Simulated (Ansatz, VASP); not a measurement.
# LuCuSe2: VASP beside Ansatz

Wanted: the spread between two codes on one cell, functional and k mesh. The cell is taken from a series of runs on this material, whose earlier steps may have relaxed, scaled, displaced or heated it; both programs get it as it stands.

Main program and level: Ansatz 0.2.0; plane waves, with VASP 6.6.1 beside it; relaxation of cell and atoms at PBEsol with D3(BJ).

### Step 1. The structure

Symmetry: P3m1, No. 156, trigonal system. Conventional cell: a = 3.930 Å, b = 3.930 Å, c = 6.188 Å, α = 90.00°, β = 90.00°, γ = 120.00°. Nearest to Lu lie 6 Se at 2.71 to 2.82 Å. Nearest to Cu lie 4 Se at 2.36 to 2.37 Å. Se has 3 Cu at 2.36 Å and 3 Lu at 2.82 Å nearest. Se has 1 Cu at 2.37 Å and 3 Lu at 2.71 Å nearest. Farther neighbours and most contacts between anions are not listed.

Coordinates:

```cif
data_structure
_symmetry_space_group_name_H-M 'P3m1'
_symmetry_Int_Tables_number 156
_cell_length_a 3.9304
_cell_length_b 3.9304
_cell_length_c 6.1884
_cell_angle_alpha 90.000
_cell_angle_beta 90.000
_cell_angle_gamma 120.000
_cell_volume 82.79
loop_
_atom_site_label
_atom_site_type_symbol
_atom_site_symmetry_multiplicity
_atom_site_Wyckoff_symbol
_atom_site_fract_x
_atom_site_fract_y
_atom_site_fract_z
_atom_site_occupancy
Lu1 Lu 1 a 0.00000 0.00000 0.80247 1
Cu1 Cu 1 c 0.66667 0.33333 0.18062 1
Se1 Se 1 b 0.33333 0.66667 0.07329 1
Se2 Se 1 c 0.66667 0.33333 0.56282 1
```

### Step 2. VASP: relaxation of cell and atoms, PBEsol with D3(BJ)

The relaxed volume is the usual yardstick between codes: in a stiff, nearly cubic crystal its relative difference is about their pressure difference at one cell divided by the bulk modulus.

Lines of VASP's logs that name or quote its potential files are left out, and so is its time.

File INCAR:

```
SYSTEM = LuCuSe2
PREC = Accurate
ENCUT = 600
EDIFF = 1E-07
NELM = 120
ISMEAR = 0
SIGMA = 0.01
LREAL = .FALSE.
ALGO = Normal
GGA = PS
IVDW = 12
NBANDS = 22
LASPH = .TRUE.
LORBIT = 11
LWAVE = .FALSE.
LCHARG = .FALSE.
ISIF = 3
IBRION = 2
NSW = 80
EDIFFG = -0.005
GGA_COMPAT = .FALSE.
NELMIN = 4
EFERMI = MIDGAP
KPAR = 2
```

File POSCAR:

```
LuCuSe2
1.0
    3.9303670000      0.0000000000      0.0000000000
   -1.9651830000      3.4037970000      0.0000000000
    0.0000000000      0.0000000000      6.1883690000
Lu Cu Se
1 1 2
Direct
    0.0000000000      0.0000000000      0.8024684695
    0.6666666667      0.3333333333      0.1806201279
    0.3333333333      0.6666666667      0.0732897473
    0.6666666667      0.3333333333      0.5628206721
```

File KPOINTS:

```
Automatic mesh
0
Gamma
9 9 4
0 0 0
```

Potentials, in the order of the species: Lu_3, Cu and Se (PBE family, release 64).

The run is started by

```bash
mpirun -np 2 vasp_std
```

Numbers of over 12 decimals in the logs are rounded to 6 here.

Output:

```text
[banner, memory and clock lines left out]
running    2 mpi-ranks, on    1 nodes
 distrk:  each k-point on    1 cores,    2 groups
 distr:  one band on    1 cores,    1 groups

 POSCAR found type information on POSCAR LuCuSe
 POSCAR found :  3 types and       4 ions
|                                                                             |
|               ----> ADVICE to this user running VASP <----                  |
|                                                                             |
|     You enforced a specific xc type in the INCAR file but a different       |
|     [... a line on the potential file left out ...]
|     I HOPE YOU KNOW WHAT YOU ARE DOING!                                     |
|                                                                             |

 LDA part: xc-table for (Slater+PW92), standard interpolation
 POSCAR, INCAR and KPOINTS ok, starting setup
 FFT: planning ... GRIDC
 FFT: planning ... GRID_SOFT
 FFT: planning ... GRID
 WAVECAR not read
 entering main loop
       N       E                     dE             d eps       ncg     rms          rms(c)
DAV:   1     0.205263678792E+03    0.20526E+03   -0.14882E+04  2820   0.188E+03
DAV:   2    -0.637838171592E+01   -0.21164E+03   -0.19920E+03  2988   0.543E+02
DAV:   3    -0.228259554540E+02   -0.16448E+02   -0.15916E+02  3248   0.111E+02
DAV:   4    -0.233328240697E+02   -0.50687E+00   -0.50399E+00  2816   0.163E+01
DAV:   5    -0.233530275779E+02   -0.20204E-01   -0.20110E-01  2756   0.354E+00    0.278E+01
DAV:   6    -0.243921479879E+02   -0.10391E+01   -0.35203E+01  3232   0.149E+02    0.171E+01
DAV:   7    -0.214165546034E+02    0.29756E+01   -0.14340E+01  2416   0.103E+02    0.105E+01
DAV:   8    -0.221110892036E+02   -0.69453E+00   -0.49206E+00  3720   0.414E+01    0.603E+00
DAV:   9    -0.216403600047E+02    0.47073E+00   -0.27519E+00  3248   0.505E+01    0.126E+00
DAV:  10    -0.216293313465E+02    0.11029E-01   -0.26383E-01  3464   0.139E+01    0.353E-01
DAV:  11    -0.216306668465E+02   -0.13355E-02   -0.24085E-02  2750   0.961E-01    0.272E-01
DAV:  12    -0.216297768581E+02    0.88999E-03   -0.43569E-03  3512   0.221E+00    0.878E-02
DAV:  13    -0.216299963100E+02   -0.21945E-03   -0.13873E-03  3688   0.765E-01    0.110E-01
DAV:  14    -0.216298161947E+02    0.18012E-03   -0.57334E-04  3676   0.712E-01    0.446E-02
DAV:  15    -0.216298007900E+02    0.15405E-04   -0.12146E-04  3706   0.207E-01    0.227E-02
DAV:  16    -0.216298021003E+02   -0.13103E-05   -0.25221E-05  3626   0.526E-02    0.178E-02
DAV:  17    -0.216297966481E+02    0.54521E-05   -0.15305E-05  3540   0.153E-01    0.567E-03
DAV:  18    -0.216297970408E+02   -0.39271E-06   -0.44674E-06  3140   0.165E-02    0.533E-03
DAV:  19    -0.216297968573E+02    0.18352E-06   -0.24284E-07  2054   0.466E-03    0.295E-03
DAV:  20    -0.216297968626E+02   -0.52810E-08   -0.56591E-07  2318   0.240E-02
   1 F= -.23199818E+02 E0= -.23199818E+02  d E =-.231998E+02
[... from here on, the cycles between the ionic steps are left out ...]
   2 F= -.23200172E+02 E0= -.23200172E+02  d E =-.353233E-03
   3 F= -.23200242E+02 E0= -.23200242E+02  d E =-.423858E-03
   4 F= -.23200244E+02 E0= -.23200244E+02  d E =-.425395E-03
   5 F= -.23200292E+02 E0= -.23200292E+02  d E =-.484491E-04
   6 F= -.23200296E+02 E0= -.23200296E+02  d E =-.519177E-04
   7 F= -.23200303E+02 E0= -.23200303E+02  d E =-.736746E-05
   8 F= -.23200303E+02 E0= -.23200303E+02  d E =-.737701E-05
 curvature:  -0.28 expect dE=-0.418E-05 dE for cont linesearch -0.311E-07
 trial: gam= 1.08136 g(F)=  0.154E-05 g(S)=  0.132E-04 ort =-0.142E-05 (trialstep = 0.672E+00)
 search vector abs. value=  0.333E-04
 bond charge predicted
       N       E                     dE             d eps       ncg     rms          rms(c)
DAV:   1    -0.216318391990E+02   -0.19902E-03   -0.20160E-03  3322   0.362E-01    0.271E-02
DAV:   2    -0.216318320990E+02    0.71001E-05   -0.94684E-05  3296   0.251E-01    0.156E-02
DAV:   3    -0.216318275346E+02    0.45643E-05   -0.25758E-05  3096   0.180E-01    0.104E-02
DAV:   4    -0.216318255667E+02    0.19680E-05   -0.82333E-06  3608   0.525E-02    0.316E-03
DAV:   5    -0.216318254362E+02    0.13050E-06   -0.50091E-07  2758   0.137E-02    0.155E-03
DAV:   6    -0.216318254170E+02    0.19149E-07   -0.32231E-07  1704   0.623E-03
   9 F= -.23200309E+02 E0= -.23200309E+02  d E =-.625286E-05
 trial-energy change:   -0.000006  1 .order   -0.000007   -0.000009   -0.000004
 step:   1.3662(harm=  1.3662)  dis= 0.00102  next Energy=   -23.200312 (dE=-0.900E-05)
 reached required accuracy - stopping structural energy minimisation
```

From OUTCAR (step 2):

```text
ion  position               nearest neighbor table
   1  0.000  0.000  0.802-   4 2.71   4 2.71   4 2.71   3 2.82   3 2.82   3 2.82   2 3.26   2 3.26
                             2 3.26
   2  0.667  0.333  0.181-   3 2.36   3 2.36   3 2.36   4 2.37   1 3.26   1 3.26   1 3.26
   3  0.333  0.667  0.073-   2 2.36   2 2.36   2 2.36   1 2.82   1 2.82   1 2.82
   4  0.667  0.333  0.563-   2 2.37   1 2.71   1 2.71   1 2.71

  LATTYP: Found a hexagonal cell.
 ALAT       =     3.9303670000
 C/A-ratio  =     1.5745015669

 Subroutine GETGRP returns: Found  6 space group operations
 (whereof  6 operations were pure point group operations)

The static configuration has the point symmetry C_3v.

 Found     43 irreducible k-points:

   k-points           NKPTS =     43   k-points in BZ     NKDIM =     43   number of bands    NBANDS=     22

   dimension x,y,z NGX =    32 NGY =   32 NGZ =   50
   dimension x,y,z NGXF=    64 NGYF=   64 NGZF=  100

   ENCUT  =  600.0 eV  44.10 Ry    6.64 a.u.   7.85  7.85 12.36*2*pi/ulx,y,z

   NELECT =      32.0000    total number of electrons

 k-points in reciprocal lattice and weights: Automatic mesh
   0.00000000  0.00000000  0.00000000       0.003
   0.11111111  0.00000000  0.00000000       0.019
   0.22222222  0.00000000  0.00000000       0.019
   0.33333333 -0.00000000  0.00000000       0.019
   0.44444444  0.00000000  0.00000000       0.019
   0.11111111  0.11111111  0.00000000       0.019
   0.22222222  0.11111111  0.00000000       0.037
   0.33333333  0.11111111  0.00000000       0.037
   0.44444444  0.11111111  0.00000000       0.019
[...]
0.33333333  0.22222222  0.50000000       0.037
   0.33333333  0.33333333  0.50000000       0.006

 Edisp (eV)   -1.56866

 average (electrostatic) potential at core
       1 -30.8778       2 -66.5687       3 -54.2212       4 -53.2446

 E-fermi :   4.8445

 k-point     1 :       0.0000    0.0000    0.0000
  band No.  band energies     occupation
    ...
     12       2.2801      2.00000
     13       2.2801      2.00000
     14       4.2175      2.00000
     15       4.3485      2.00000
     16       4.3485      2.00000
     17       5.7004      0.00000
     18       6.6719      0.00000
     19       6.6719      0.00000
     20       6.7213      0.00000
     21       8.1042      0.00000
    ...

 k-point     2 :       0.1111    0.0000    0.0000
  band No.  band energies     occupation
    ...
     12       2.0226      2.00000
     13       2.2989      2.00000
     14       3.4852      2.00000
     15       4.0385      2.00000
     16       4.1611      2.00000
     17       6.0688      0.00000
     18       6.6733      0.00000
     19       7.0371      0.00000
     20       7.1678      0.00000
     21       8.2204      0.00000
    ...

 k-point     3 :       0.2222    0.0000    0.0000
  band No.  band energies     occupation
    ...
     12       1.6264      2.00000
     13       2.3320      2.00000
     14       2.6302      2.00000
     15       3.4866      2.00000
     16       3.6554      2.00000
     17       5.8698      0.00000
     18       6.9342      0.00000
     19       7.5761      0.00000
     20       8.3512      0.00000
     21       8.8499      0.00000
    ...

 Edisp (eV)   -1.56848

  Total       0.00821     0.00821     0.01605     0.00000     0.00000     0.00000
  in kB       0.15868     0.15868     0.31030     0.00000     0.00000     0.00000
  external pressure =        0.21 kB  Pullay stress =        0.00 kB

  energy-cutoff  :      600.00
  volume of cell :       82.87
      direct lattice vectors                 reciprocal lattice vectors
     3.932693710  0.000000000  0.000000000     0.254278638  0.146807832 -0.000000000
    -1.966346354  3.405811988 -0.000000000    -0.000000000  0.293615738  0.000000000
     0.000000000 -0.000000000  6.186842365    -0.000000000  0.000000000  0.161633341

 POSITION                                       TOTAL-FORCE (eV/Angst)
 -----------------------------------------------------------------------------------
      1.96635      3.40581      4.96372        -0.000000      0.000000     -0.002971
      1.96635      1.13527      1.12030         0.000000     -0.000000      0.003569
      0.00000      2.27054      0.44559         0.000000     -0.000000      0.001363
      1.96635      1.13527      3.48812        -0.000000      0.000000     -0.001962
 -----------------------------------------------------------------------------------
    total drift:                                0.000011      0.000014     -0.000220

  FREE ENERGIE OF THE ION-ELECTRON SYSTEM (eV)
  ---------------------------------------------------
  free  energy   TOTEN  =       -23.2003093941 eV

  energy  without entropy=      -23.2003093941  energy(sigma->0) =      -23.20030939

 reached required accuracy - stopping structural energy minimisation

 total charge
# of ion       s       p       d       tot
------------------------------------------
    1        0.367   6.623   1.072   8.062
    2        0.391   0.394   9.259  10.045
    3        1.427   2.465   0.064   3.957
    4        1.436   2.492   0.030   3.957
--------------------------------------------------
tot          3.621  11.974  10.426  26.021

[... 3 further parts left out ...]
```

The data set Lu_3 holds the 4f electrons frozen in the core, so no f bands or f moments appear. This run has no spin polarisation, so a moment on Cu, if there is one, isn't seen.

(Continued in part 2 of 2.)

[Lines on the potential files, build, host, timing and source positions are cut from VASP's logs without a mark.]

[Logs are printed without paths, hosts, clocks, repeated set-up lines and the standing remarks that a program may print on its own settings, such as how far it seeks lower states.]

[Hosts, paths, dates, database ids (printed as entryN), source tags and the programs' standing remarks are cut or masked in the printed files.]
